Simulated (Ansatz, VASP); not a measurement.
## One calculation of Si4Bi, two programs

File INCAR:

```
ALGO = Normal
EDIFF = 1E-6
ENCUT = 520
GGA = PE
ISIF = 2
ISMEAR = 0
LASPH = True
LCHARG = True
LELF = True
LREAL = False
LVHAR = True
LWAVE = False
NBANDS = 24
NELM = 60
PREC = Accurate
SIGMA = 0.1
```

Contents of KPOINTS:

```
k-points
0
Gamma
  6 4 4
```

File POSCAR:

```
Si4Bi
1.0
    3.7915712700      0.0000000000      0.0000000000
    0.0079816200      4.6369847600      0.0000000000
    1.8874144200      1.5300352300      5.4543203300
Si Bi
4 1
Direct
    0.8888540300      0.6072760200      0.7080580000
    0.2926819900      0.2066040000      0.8889120200
    0.7073180100      0.7933960000      0.1110879800
    0.1111459700      0.3927239800      0.2919420000
    0.5000000000      0.0000000000      0.5000000000
```

Input for Ansatz:

```yaml
crystal:
  lattice:
    - [3.79157127, 0.0, 0.0]
    - [0.00798162, 4.63698476, 0.0]
    - [1.88741442, 1.53003523, 5.45432033]
  atoms:
    - { symbol: Si, position: [0.88885403, 0.60727602, 0.708058] }
    - { symbol: Si, position: [0.29268199, 0.206604, 0.88891202] }
    - { symbol: Si, position: [0.70731801, 0.793396, 0.11108798] }
    - { symbol: Si, position: [0.11114597, 0.39272398, 0.291942] }
    - { symbol: Bi, position: [0.5, 0.0, 0.5] }
basis:
  ecutwfc: 420
kpoints:
  mp_grid: { grid: [6, 4, 4] }
hamiltonian:
  xc: pbe
scf:
  occupations: { method: gaussian, width: 0.1 }
  lower_state_search: "off"
output:
  forces: true
  stress: true
  eigenvalues: true
```

Alike in both runs: task single point; functional PBE; k mesh 6 × 4 × 4; occupations gaussian, width 0.1 eV; no spin polarisation.

```csv
,VASP,Ansatz
version,VASP 6.6.1,Ansatz 0.2.0
potentials or method,"VASP PAW PBE potentials, release 64 (Si, Bi_d)","scalar-relativistic, plane waves, PAW"
plane-wave cutoff (eV),520,420
valence electrons in the cell,31,31
```

VASP gave:

| Item | Value |
| --- | --- |
| gap on the k mesh at the Fermi level (eV) | none |
| pressure (GPa) | 5.7 |
| largest component of the traceless stress (GPa) | 1.62 |
| rms of the force components (eV/Å) | 1.157 |

Estimate Ansatz's values.

gap on the k mesh at the Fermi level (eV): none; pressure (GPa): 5.7; largest component of the traceless stress (GPa): 1.63; rms of the force components (eV/Å): 1.158.

Atom by atom the forces differ by 0.001 eV/Å (rms over components). A gap of «none» marks a metal or a gap that the smearing closes. With one functional, cell and mesh, what is left measures potentials, basis and numerics.

Caveats: spin-orbit coupling is left out, which moves the levels of the heavy elements; forces of over 1 eV/Å show positions far from the minimum, so gaps and moduli don't describe the material at rest.
